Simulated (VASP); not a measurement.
Here is the system:

```yaml
crystal:
  lattice:
    - [4.33810, 0.00000, 0.00000]
    - [0.00000, 4.33810, 0.00000]
    - [0.00000, 0.00000, 4.33810]
  atoms:
    - { symbol: O, position: [0.00000, 0.00000, 0.00000] }
    - { symbol: O, position: [0.50000, 0.50000, 0.50000] }
    - { symbol: Cr, position: [0.25000, 0.00000, 0.50000] }
    - { symbol: Cr, position: [0.50000, 0.75000, 0.00000] }
    - { symbol: Cr, position: [0.75000, 0.00000, 0.50000] }
    - { symbol: Cr, position: [0.50000, 0.25000, 0.00000] }
    - { symbol: Cr, position: [0.00000, 0.50000, 0.75000] }
    - { symbol: Cr, position: [0.00000, 0.50000, 0.25000] }
```

All values below come from r2SCAN meta-GGA, VASP's PBE PAW potentials (set 64) (plane waves; VASP). Numerical set-up: 520 eV cut-off, 8×8×8 Γ-centred mesh, tetrahedra with Blöchl corrections, potentials O Cr_pv.

The cores are frozen, which limits the accuracy of field gradients.

Q: Give the principal components of the electric field gradient (V/Å²) and the asymmetry η at each nucleus.

A: 
```
atom  Vxx  Vyy    Vzz     η
----  ---  ---  -----  ----
O1    0.0  0.0    0.0     -
O2    0.0  0.0    0.0     -
Cr3   6.2  6.2  -12.4  0.00
Cr4   6.2  6.2  -12.4  0.00
Cr5   6.2  6.2  -12.4  0.00
Cr6   6.2  6.2  -12.4  0.00
Cr7   6.2  6.2  -12.4  0.00
Cr8   6.2  6.2  -12.4  0.00
```

The structure comes from a measured Cr3O entry (Pm-3n) of the Crystallography Open Database, whose conditions weren't checked. It was relaxed first, which changed the volume by -13 %. The run is not spin-polarised, so no magnetic state was tried.
